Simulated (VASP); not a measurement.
```xyz
5
Lattice="3.9934 0.0000 0.0000 0.0000 3.9934 0.0000 0.0000 0.0000 4.2126" Properties=species:S:1:pos:R:3 pbc="T T T"
Ba     0.0000     0.0000     0.0400
Ti     1.9967     1.9967     2.2276
O      1.9967     1.9967     4.0471
O      0.0000     1.9967     2.0326
O      1.9967     0.0000     2.0326
```

Calculation: PW91 GGA, VASP's PBE PAW potentials (set 64) (plane waves; VASP). Settings: 520 eV cut-off, 5×5×5 Γ-centred mesh, Gaussian smearing of 0.050 eV, potentials Ba_sv Ti_sv O.

Task: Predict the energy per atom (σ→0).

Result: 
```
Quantity                        Value
---------------------  --------------
energy per atom (σ→0)  -8.070 eV/atom
```

Only differences to runs with the same potentials and settings are physical.

The compound is BaTiO3 in the tetragonal perovskite structure. It was relaxed first. The start is the result of an earlier pass.
